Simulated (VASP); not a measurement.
Shape and ions are relaxed at each volume.

Here is the system:

```cif
data_Tm2
_chemical_formula_sum 'Tm2'
_space_group_name_H-M_alt 'P63/mmc'
_space_group_IT_number 194
_space_group_name_Hall '-P 6c 2c'
_cell_length_a 3.56378
_cell_length_b 3.56378
_cell_length_c 5.53465
_cell_angle_alpha 90.000
_cell_angle_beta 90.000
_cell_angle_gamma 120.000
loop_
_atom_site_label
_atom_site_type_symbol
_atom_site_symmetry_multiplicity
_atom_site_Wyckoff_symbol
_atom_site_fract_x
_atom_site_fract_y
_atom_site_fract_z
_atom_site_occupancy
Tm1 Tm 2 c 0.33333 0.66667 0.25000 1
```

The numbers are results of PBE GGA, VASP's PBE PAW potentials (set 64) (plane waves; VASP 6.6.1), not measurements. Numerical set-up: 520 eV cut-off, 12×12×7 Γ-centred mesh, first-order Methfessel-Paxton smearing of 0.10 eV, potentials Tm_3.

The 4f electrons are frozen in the core of the lanthanide potential, so 4f levels, which can set the real gap, and their magnetism are missing.

Q: Give the energy at these volumes per atom, relative to the lowest: 28.47, 29.38, 30.29, 31.20, 32.11 Å³.

A: 19.7, 5.4, 0.0, 2.5, 12.1 meV/atom. A third-order Birch-Murnaghan fit gives B0 = 45.7 GPa and B0′ = 3.0.

Measured: bulk modulus 44.5 GPa (computed value off by +2.8 %), as given by Wikipedia, Thulium (infobox). The calculation is for a static lattice, while the measured bulk modulus holds thermal and zero-point effects, which are part of the difference.

The compound is Tm in the hcp structure. It was relaxed first.
